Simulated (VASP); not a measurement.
Here is the system:

```
AlV2C
1.0
    2.88549     0.00000     0.00000
   -1.44274     2.49890     0.00000
    0.00000     0.00000    13.11664
Al V C
2 4 2
Cartesian
  0.00000   1.66594   9.83748
  1.44274   0.83297   3.27916
  0.00000   1.66594   1.12808
  1.44274   0.83297   7.68640
  1.44274   0.83297  11.98855
  0.00000   1.66594   5.43024
  0.00000   0.00000   0.00000
  0.00000   0.00000   6.55832
```

Level of theory: r2SCAN meta-GGA, VASP's PBE PAW potentials (set 64) (plane waves; VASP). Settings: 520 eV cut-off, 14×14×3 Γ-centred mesh, tetrahedra with Blöchl corrections, potentials Al V_sv C.

**Question.** Estimate the energy per atom (σ→0), band gap (over mesh and band path) with the smallest direct gap where there is one.

**Answer.** 
```
Item                                                                  Result
----------------------------------  ----------------------------------------
band gap (over mesh and band path)  none (metal, semimetal or under 0.01 eV)
energy per atom (σ→0)                                        -11.822 eV/atom
```

Only differences to runs with the same potentials and settings are physical.

The structure was generated: AlV2C was put into the MAX-211 type (P6_3/mmc), which need not be its known phase. It was relaxed first. The run is not spin-polarised, so no magnetic state was tried.
